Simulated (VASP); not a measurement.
These are PBEsol GGA, VASP's PBE PAW potentials (set 64) (plane waves; VASP) values and carry that method's errors.

VASP input:

### POSCAR
```
SiC
1
    0.0000000000     2.2672000000     2.2672000000
    2.2672000000     0.0000000000     2.2672000000
    2.2672000000     2.2672000000     0.0000000000
Si C
1 1
Direct
  0.0000000000   0.0000000000   0.0000000000
  0.2500000000   0.2500000000   0.2500000000
```

File KPOINTS:
```
Automatic mesh
0
Gamma
10 10 10
0 0 0
```

### INCAR
```
! general
SYSTEM=SiC
PREC  =Accurate
ENCUT =600
LREAL =.FALSE.
LASPH =.TRUE.   ! aspherical one-centre terms

! electronic loop
EDIFF =1E-7
NELM  =100
ALGO  =Normal   ! blocked Davidson

! smearing
ISMEAR=0   ! Gaussian
SIGMA =0.05

! functional
GGA   =PS   ! PBEsol

! ions
ISIF  =2   ! forces and stress, cell fixed

! output
LWAVE =.FALSE.
LCHARG=.FALSE.
```

POTCAR, in this order: Si C (PBE.64 set). Program: vasp_std.

Output of the run:

File OUTCAR:
```
 ion  position               nearest neighbor table
   1  0.000  0.000  0.000-   2 1.96   2 1.96   2 1.96   2 1.96
   2  0.250  0.250  0.250-   1 1.96   1 1.96   1 1.96   1 1.96
  LATTYP: Found a face centered cubic cell.
 ALAT       =     4.5344000000
 Subroutine PRICEL returns:
 Original cell was already a primitive cell.
 Subroutine GETGRP returns: Found 24 space group operations
The static configuration has the point symmetry T_d .
The dynamic configuration has the point symmetry T_d .
 Subroutine INISYM returns: Found 24 space group operations
 Subroutine IBZKPT returns following result:
 Found     47 irreducible k-points:

 Following reciprocal coordinates:
            Coordinates               Weight
  0.000000  0.000000  0.000000      1.000000
  0.100000  0.000000  0.000000      8.000000
  0.200000  0.000000  0.000000      8.000000
  0.300000  0.000000  0.000000      8.000000
  0.400000  0.000000  0.000000      8.000000
  0.500000  0.000000  0.000000      4.000000
  0.100000  0.100000  0.000000      6.000000
  0.200000  0.100000  0.000000     24.000000
  0.300000  0.100000  0.000000     24.000000
...
```

### OSZICAR
```
       N       E                     dE             d eps       ncg     rms          rms(c)
DAV:   1     0.534057885875E+01    0.53406E+01   -0.43556E+03   784   0.941E+02
DAV:   2    -0.167842245650E+02   -0.22125E+02   -0.20716E+02  1144   0.108E+02
DAV:   3    -0.172197846499E+02   -0.43556E+00   -0.43556E+00   824   0.190E+01
DAV:   4    -0.172217017797E+02   -0.19171E-02   -0.19171E-02  1216   0.138E+00
DAV:   5    -0.172217022315E+02   -0.45174E-06   -0.45174E-06   840   0.201E-02    0.757E+00
DAV:   6    -0.157847694303E+02    0.14369E+01   -0.67808E+00   864   0.139E+01    0.331E+00
DAV:   7    -0.157450174609E+02    0.39752E-01   -0.20485E-01  1056   0.339E+00    0.155E+00
DAV:   8    -0.157310684858E+02    0.13949E-01   -0.16966E-02   848   0.113E+00    0.153E-01
DAV:   9    -0.157310260743E+02    0.42411E-04   -0.90197E-04  1208   0.220E-01    0.102E-01
DAV:  10    -0.157310791766E+02   -0.53102E-04   -0.11655E-04  1016   0.805E-02    0.191E-02
DAV:  11    -0.157310784421E+02    0.73447E-06   -0.27371E-05   976   0.296E-02    0.456E-03
DAV:  12    -0.157310784837E+02   -0.41620E-07   -0.12765E-06   872   0.819E-03    0.882E-04
DAV:  13    -0.157310785385E+02   -0.54776E-07   -0.60427E-08   560   0.231E-03
   1 F= -.15731079E+02 E0= -.15731079E+02  d E =-.308481E-14
```

### OUTCAR
```
------------------------ aborting loop because EDIFF is reached ----------------------------------------
  FORCE on cell =-STRESS in cart. coord.  units (eV):
  Direction    XX          YY          ZZ          XY          YZ          ZX
  --------------------------------------------------------------------------------------
  Total       -3.0276529     -3.0276529     -3.0276529      0.0000000     -0.0000000     -0.0000000
  in kB     -208.1216057   -208.1216057   -208.1216057      0.0000000     -0.0000000     -0.0000000
  external PRESSURE =    -208.1216057 kB  Pullay stress =       0.0000000 kB
  volume of cell :       23.31
      direct lattice vectors                 reciprocal lattice vectors
     0.000000000  2.267200000  2.267200000    -0.220536344  0.220536344  0.220536344
     2.267200000  0.000000000  2.267200000     0.220536344 -0.220536344  0.220536344
     2.267200000  2.267200000  0.000000000     0.220536344  0.220536344 -0.220536344
  FREE ENERGIE OF THE ION-ELECTRON SYSTEM (eV)
  ---------------------------------------------------
  free  energy   TOTEN  =       -15.7310785385 eV

  energy  without entropy=      -15.7310785385  energy(sigma->0) =      -15.73107854
```
(Selected blocks of OUTCAR.)

OUTCAR:
```
 val. band max:        6.7731101668   @ k =   0.0000   0.0000   0.0000

 cond. band min:       8.1050506221   @ k =   0.5000   0.5000   0.0000


 Fermi energy:         7.0182376994

 k-point     1 :       0.0000    0.0000    0.0000
  band No.  band energies     occupation
      1      -7.7445      2.00000
      2       6.7731      2.00000
      3       6.7731      2.00000
      4       6.7731      2.00000
      5      11.5954      0.00000
      6      13.2460      0.00000
      7      13.2460      0.00000
      8      13.2460      0.00000

 k-point     2 :       0.1000    0.0000    0.0000
  band No.  band energies     occupation
      1      -7.5664      2.00000
      2       5.7653      2.00000
      3       6.6420      2.00000
      4       6.6420      2.00000
      5      11.9884      0.00000
      6      13.4062      0.00000
      7      13.4734      0.00000
      8      13.4734      0.00000

 k-point     3 :       0.2000    0.0000    0.0000
  band No.  band energies     occupation
      1      -7.0406      2.00000
      2       3.7432      2.00000
      3       6.3425      2.00000
      4       6.3425      2.00000
      5      11.8684      0.00000
      6      13.8481      0.00000
      7      13.8481      0.00000
      8      14.4472      0.00000

 k-point     4 :       0.3000    0.0000    0.0000
  band No.  band energies     occupation
      1      -6.2040      2.00000
      2       1.5923      2.00000
      3       6.0354      2.00000
      4       6.0354      2.00000
      5      11.4797      0.00000
      6      13.8393      0.00000
      7      13.8393      0.00000
      8      15.5099      0.00000

 k-point     5 :       0.4000    0.0000    0.0000
  band No.  band energies     occupation
      1      -5.1863      2.00000
      2      -0.2806      2.00000
      3       5.8231      2.00000
      4       5.8231      2.00000
      5      11.2052      0.00000
      6      13.5773      0.00000
      7      13.5773      0.00000
...
```

The compound is SiC in the zinc blende structure. This cell was strained or had an atom moved on purpose.
